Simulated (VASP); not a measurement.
Consider the following.

```
CELL_PARAMETERS angstrom
      0.00000     2.58397     2.58397
      2.58397     0.00000     2.58397
      2.58397     2.58397     0.00000
ATOMIC_POSITIONS crystal
  Be 0.00000 0.00000 0.00000
  Se 0.25000 0.25000 0.25000
```

Method: PBE GGA, VASP's PBE PAW potentials (set 64) (plane waves; VASP 6.6.1). Numerical set-up: PREC = Normal, 500 eV cut-off, 5×5×5 Γ-centred mesh, Gaussian smearing of 0.010 eV, potentials Be_sv_GW Se_GW.

Task: What does the run give for the energy per atom (σ→0), pressure?

Result: 
energy per atom (σ→0): -7.922 eV/atom
pressure: -11.02 GPa

The structure comes from a computed database's BeSe entry (F-43m); how it stands against other phases isn't given here. The cell was not relaxed at this level. The k-mesh is coarse (spacing up to 0.42 per Å, 2π included), so the numbers may not be converged in it.
